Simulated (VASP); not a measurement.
Calculation: PBEsol GGA, VASP's PBE PAW potentials (set 64) (plane waves; VASP).

A VASP calculation is set up with these files.

**INCAR**
```
# general
SYSTEM   =  MgI2
PREC     =  Accurate
ENCUT    =  480
LREAL    =  .False.
LASPH    =  .True.

# electronic loop
EDIFF    =  1E-7   # SCF stop (eV)
NELM     =  100   # most electronic steps
ALGO     =  Normal
LMAXMIX  =  4

# smearing
ISMEAR   =  0   # Gaussian
SIGMA    =  0.05

# functional
GGA      =  PS   # PBEsol

# ions
ISIF     =  2

# output
LWAVE    =  .False.
LCHARG   =  .False.
```

**KPOINTS**
```
Automatic
0
gamma
6 6 4
```

POSCAR:
```
MgI2
1
    2.0640070650    -3.5749646849     0.0000000000
    2.0640070650     3.5749646849     0.0000000000
   -0.0000000000     0.0000000000     6.9999352948
Mg I
1 2
Direct
 -0.0279723043   0.0279723043   1.0000000000
  0.3333330000   0.6666670000   0.2382637304
  0.6666670000   0.3333330000   0.7617362696
```

POTCAR, in this order: Mg I (PBE.64 set). Program: vasp_std.

Output

File OSZICAR:
```
       N       E                     dE             d eps       ncg     rms          rms(c)
DAV:   1     0.772577106752E+02    0.77258E+02   -0.55359E+03  1128   0.973E+02
DAV:   2    -0.245719128805E+01   -0.79715E+02   -0.74290E+02  1588   0.150E+02
DAV:   3    -0.840674360893E+01   -0.59496E+01   -0.59249E+01  1416   0.486E+01
DAV:   4    -0.852557192777E+01   -0.11883E+00   -0.11880E+00  1536   0.841E+00
DAV:   5    -0.852694447157E+01   -0.13725E-02   -0.13725E-02  1416   0.917E-01    0.409E+00
DAV:   6    -0.840191997719E+01    0.12502E+00   -0.13450E-01  1264   0.198E+00    0.271E+00
DAV:   7    -0.837186619663E+01    0.30054E-01   -0.12558E-01  1276   0.194E+00    0.628E-01
DAV:   8    -0.836966302057E+01    0.22032E-02   -0.94116E-03  1284   0.585E-01    0.223E-01
DAV:   9    -0.836965626563E+01    0.67549E-05   -0.66537E-04  1404   0.187E-01    0.871E-02
DAV:  10    -0.836964854706E+01    0.77186E-05   -0.31336E-05  1348   0.450E-02    0.394E-02
DAV:  11    -0.836965131298E+01   -0.27659E-05   -0.88786E-06  1284   0.211E-02    0.295E-02
DAV:  12    -0.836965123662E+01    0.76361E-07   -0.93884E-07  1424   0.569E-03
   1 F= -.83696512E+01 E0= -.83696512E+01  d E =-.881434E-15
```

**OUTCAR**
```
------------------------ aborting loop because EDIFF is reached ----------------------------------------
  FORCE on cell =-STRESS in cart. coord.  units (eV):
  Direction    XX          YY          ZZ          XY          YZ          ZX
  --------------------------------------------------------------------------------------
  Total        0.1429106      0.3246189      0.3398923      0.0000000     -0.2547397      0.0000000
  in kB        2.2165016      5.0347441      5.2716306      0.0000000     -3.9509391      0.0000000
  external PRESSURE =       4.1742921 kB  Pullay stress =       0.0000000 kB
  volume of cell :      103.30
      direct lattice vectors                 reciprocal lattice vectors
     2.064007065 -3.574964685  0.000000000     0.242247233 -0.139861521  0.000000000
     2.064007065  3.574964685  0.000000000     0.242247233  0.139861521  0.000000000
     0.000000000  0.000000000  6.999935295     0.000000000  0.000000000  0.142858463
 POSITION                                       TOTAL-FORCE (eV/Angst)
 -----------------------------------------------------------------------------------
      2.06401     -3.37496      0.00000         0.000000     -0.534011      0.031353
      2.06401      1.19166      1.66783         0.000000      0.190747      0.079425
      2.06401     -1.19166      5.33210         0.000000      0.343264     -0.110778
 -----------------------------------------------------------------------------------
    total drift:                               -0.000000      0.000094      0.000029
  FREE ENERGIE OF THE ION-ELECTRON SYSTEM (eV)
  ---------------------------------------------------
  free  energy   TOTEN  =        -8.3696512366 eV

  energy  without entropy=       -8.3696512366  energy(sigma->0) =       -8.36965124
```
(Selected blocks of OUTCAR.)

Without a dispersion term in the relaxation, distances and binding between the weakly bound layers, chains or molecules are unreliable, and so is what depends on them.

The compound is MgI2 in the 1T layered structure. This cell was strained or had an atom moved on purpose.
